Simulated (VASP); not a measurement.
Here is the system:

```
CELL_PARAMETERS angstrom
      1.76614    -3.05903     0.00000
      1.76614     3.05903     0.00000
      0.00000     0.00000     5.81345
ATOMIC_POSITIONS crystal
  Mg 0.00000 0.00000 0.00000
  I  0.33333 0.66667 0.28125
  I  0.66667 0.33333 0.71875
```

All values below come from LDA (Ceperley-Alder, Perdew-Zunger), VASP's LDA PAW potentials (set 64) (plane waves; VASP 6.6.1). Run with 500 eV cut-off, 7×7×4 Γ-centred mesh, Gaussian smearing of 0.050 eV, potentials Mg I.

Energy and stress use the plane-wave basis of the starting cell.

Question: The ions, cell shape and volume at an external pressure of 45.0 GPa are relaxed. What does this cell relax into?

Answer: 
```
CELL_PARAMETERS angstrom
      1.70564    -2.95425     0.00000
      1.70564     2.95425     0.00000
      0.00000     0.00000     5.70433
ATOMIC_POSITIONS crystal
  Mg 0.00000 0.00000 0.00000
  I  0.33333 0.66667 0.28475
  I  0.66667 0.33333 0.71525
```
Space group P-3m1 (164), at a tolerance of 0.03 Å.

Question: How do energy and volume change from the first to the last step?

Answer: The energy (σ→0) changes by +410.4 meV/atom and the volume by -8.5 %, in 11 ionic steps.

The compound is MgI2 in the 1T layered structure. This run relaxes it under an external pressure of 45 GPa. Symmetry was kept, so distortions that lower it aren't found.
